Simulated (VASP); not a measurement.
Calculation: PBE GGA with D3 dispersion (Becke-Johnson damping), VASP's PBE PAW potentials (set 64) (plane waves; VASP).

VASP input:

POSCAR:
```
Si
5.419570
  0.0000000000   0.4999999616   0.4999999616
  0.4999999616   0.0000000000   0.4999999616
  0.4999999616   0.4999999616   0.0000000000
Si
2
Cartesian
  0.0000000000   0.0000000000   0.0000000000
  0.2499999808   0.2499999808   0.2499999808
```

File KPOINTS:
```
Automatic mesh
0
Gamma
8 8 8
0 0 0
```

### INCAR
```
SYSTEM = Si
PREC = Accurate
ENCUT = 530
EDIFF = 1E-7
NELM = 100
ALGO = Normal
LREAL = .FALSE.
LASPH = .TRUE.
ISMEAR = 0
SIGMA = 0.05
GGA = PE
IVDW = 12
LWAVE = .FALSE.
LCHARG = .FALSE.
IBRION = 6
ISIF = 3
NFREE = 2
POTIM = 0.015
NSW = 1
```

POTCAR, in this order: Si (PBE.64 set). Program: vasp_std.

What will the output report for the number of irreducible k-points (NKPTS), number of bands (NBANDS), largest plane-wave count, number of space-group operations, FFT grid (NGX, NGY, NGZ)?

```yaml
number of irreducible k-points (NKPTS): 29
number of bands (NBANDS): 8
largest_plane_wave_count: 1124
number_of_space_group_operations: 48
FFT grid (NGX, NGY, NGZ): 30 × 30 × 30
```

The structure comes from a measured Si entry (Fd-3m) of the Crystallography Open Database, whose conditions weren't checked. It was relaxed first.
